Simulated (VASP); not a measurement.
Computed with PBEsol GGA, VASP's PBE PAW potentials (set 64) (plane waves; VASP).

The input files of a VASP run:

**POSCAR**
```
Re
1
    2.7653400000     0.0000000000     0.0000000000
   -1.3826700000     2.3948550000     0.0000000000
    0.0000000000     0.0000000000     4.4735800000
Re
2
Direct
  0.3357010000   0.6809170000   0.2598190000
  0.6642990000   0.3190830000   0.7401810000
```

KPOINTS:
```
Automatic mesh
0
Gamma
 11 11 6
0.5 0.5 0.5
```

INCAR:
```
! general
SYSTEM  = Re
PREC    = Accurate
ENCUT   = 300
LREAL   = .False.
LASPH   = .True.

! electronic loop
EDIFF   = 1E-6
NELM    = 100
ALGO    = Normal
LMAXMIX = 6

! smearing
ISMEAR  = 1
SIGMA   = 0.272

! functional
GGA     = PS

! ions
ISIF    = 2

! output
LWAVE   = .False.
LCHARG  = .False.
```

POTCAR, in this order: Re (PBE.64 set). Program: vasp_std.

Output

**OUTCAR**
```
 ion  position               nearest neighbor table
   1  0.336  0.681  0.260-   2 2.64   2 2.68   2 2.71   2 2.78   2 2.83   2 2.85
   2  0.664  0.319  0.740-   1 2.64   1 2.68   1 2.71   1 2.78   1 2.83   1 2.85
  LATTYP: Found a hexagonal cell.
 ALAT       =     2.7653400000
 C/A-ratio  =     1.6177323584
 Subroutine PRICEL returns:
 Original cell was already a primitive cell.
 Subroutine GETGRP returns: Found  2 space group operations
The static configuration has the point symmetry S_2 .
The dynamic configuration has the point symmetry S_2 .
 Subroutine INISYM returns: Found  2 space group operations
 Subroutine IBZKPT returns following result:
 Found   1089 irreducible k-points:

 Following reciprocal coordinates:
            Coordinates               Weight
  0.045455  0.045455  0.083333      2.000000
 -0.045455  0.090909  0.083333      2.000000
 -0.090909  0.045455  0.083333      2.000000
 -0.045455 -0.045455  0.083333      2.000000
  0.045455 -0.090909  0.083333      2.000000
  0.090909 -0.045455  0.083333      2.000000
  0.136364  0.045455  0.083333      2.000000
 -0.045455  0.181818  0.083333      2.000000
 -0.181818  0.136364  0.083333      2.000000
 -0.136364 -0.045455  0.083333      2.000000
  0.045455 -0.181818  0.083333      2.000000
  0.181818 -0.136364  0.083333      2.000000
 -0.136364  0.181818 -0.083333      2.000000
  0.045455  0.136364 -0.083333      2.000000
  0.181818 -0.045455 -0.083333      2.000000
  0.136364 -0.181818 -0.083333      2.000000
 -0.045455 -0.136364 -0.083333      2.000000
 -0.181818  0.045455 -0.083333      2.000000
  0.227273  0.045455  0.083333      2.000000
 -0.045455  0.272727  0.083333      2.000000
 -0.272727  0.227273  0.083333      2.000000
 -0.227273 -0.045455  0.083333      2.000000
  0.045455 -0.272727  0.083333      2.000000
...
```

OSZICAR:
```
       N       E                     dE             d eps       ncg     rms          rms(c)
DAV:   1     0.631780128610E+01    0.63178E+01   -0.53757E+03 47649   0.127E+03
DAV:   2    -0.256336618866E+02   -0.31951E+02   -0.27673E+02 41903   0.304E+02
DAV:   3    -0.281074616871E+02   -0.24738E+01   -0.21005E+01 43830   0.934E+01
DAV:   4    -0.282305716426E+02   -0.12311E+00   -0.11039E+00 42443   0.135E+01
DAV:   5    -0.282360208785E+02   -0.54492E-02   -0.51989E-02 42161   0.173E+00    0.455E+01
DAV:   6    -0.270716131814E+02    0.11644E+01   -0.12204E+00 45282   0.293E+01    0.187E+01
DAV:   7    -0.266956995872E+02    0.37591E+00   -0.82115E-01 47054   0.233E+01    0.584E-01
DAV:   8    -0.266836607064E+02    0.12039E-01   -0.86508E-03 44081   0.860E-01    0.183E-01
DAV:   9    -0.266825432004E+02    0.11175E-02   -0.89431E-04 45439   0.260E-01    0.415E-02
DAV:  10    -0.266825542944E+02   -0.11094E-04   -0.21562E-05 39355   0.562E-02    0.207E-02
DAV:  11    -0.266825565595E+02   -0.22651E-05   -0.10014E-05 37274   0.273E-02    0.333E-03
DAV:  12    -0.266825564631E+02    0.96378E-07   -0.11373E-07 20947   0.977E-03
   1 F= -.26682556E+02 E0= -.26684589E+02  d E =0.609762E-02
```

### OUTCAR
```
------------------------ aborting loop because EDIFF is reached ----------------------------------------
  FORCE on cell =-STRESS in cart. coord.  units (eV):
  Direction    XX          YY          ZZ          XY          YZ          ZX
  --------------------------------------------------------------------------------------
  Total       -1.4686016     -1.1741835     -1.4526000      0.0690142      0.2890892     -0.1067092
  in kB      -79.4203136    -63.4985152    -78.5549692      3.7322117     15.6336184     -5.7707113
  external PRESSURE =     -73.8245993 kB  Pullay stress =       0.0000000 kB
  volume of cell :       29.63
      direct lattice vectors                 reciprocal lattice vectors
     2.765340000  0.000000000  0.000000000     0.361619186  0.208780907  0.000000000
    -1.382670000  2.394855000  0.000000000     0.000000000  0.417561815  0.000000000
     0.000000000  0.000000000  4.473580000     0.000000000  0.000000000  0.223534619
 POSITION                                       TOTAL-FORCE (eV/Angst)
 -----------------------------------------------------------------------------------
     -0.01316      1.63070      1.16232         0.144680     -0.349327     -0.323747
      1.39583      0.76416      3.31126        -0.144680      0.349327      0.323747
 -----------------------------------------------------------------------------------
    total drift:                                0.000000      0.000000      0.000000
  FREE ENERGIE OF THE ION-ELECTRON SYSTEM (eV)
  ---------------------------------------------------
  free  energy   TOTEN  =       -26.6825564631 eV

  energy  without entropy=      -26.6886540875  energy(sigma->0) =      -26.68458900
```
(Selected blocks of OUTCAR.)

At this cut-off the stress carries a Pulay error, which pulls relaxed volumes low.

The structure comes from a computed database's Re entry; how it stands against other phases isn't given here. The cell was not relaxed at this level, atoms are displaced from their ideal sites.
